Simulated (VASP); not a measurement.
Here is the system:

```yaml
crystal:
  lattice:
    - [0.00000, 1.94255, 1.94255]
    - [1.94255, 0.00000, 1.94255]
    - [1.94255, 1.94255, 0.00000]
  atoms:
    - { symbol: Pt, position: [0.00000, 0.00000, 0.00000] }
```

All values below come from PBE GGA with D3 dispersion (Becke-Johnson damping), VASP's PBE PAW potentials (set 64) (plane waves; VASP). Settings: 520 eV cut-off, 16×16×16 Γ-centred mesh, first-order Methfessel-Paxton smearing of 0.10 eV, potentials Pt.

### Question
Give the stress tensor in GPa (positive for a compressed cell).

### Answer

```
9.33  0.00  0.00
0.00  9.33  0.00
0.00  0.00  9.33
```
The pressure is its mean diagonal, 9.33 GPa.

The compound is Pt in the fcc structure. This cell is one point of a volume scan, at 0.97 of the reference volume.
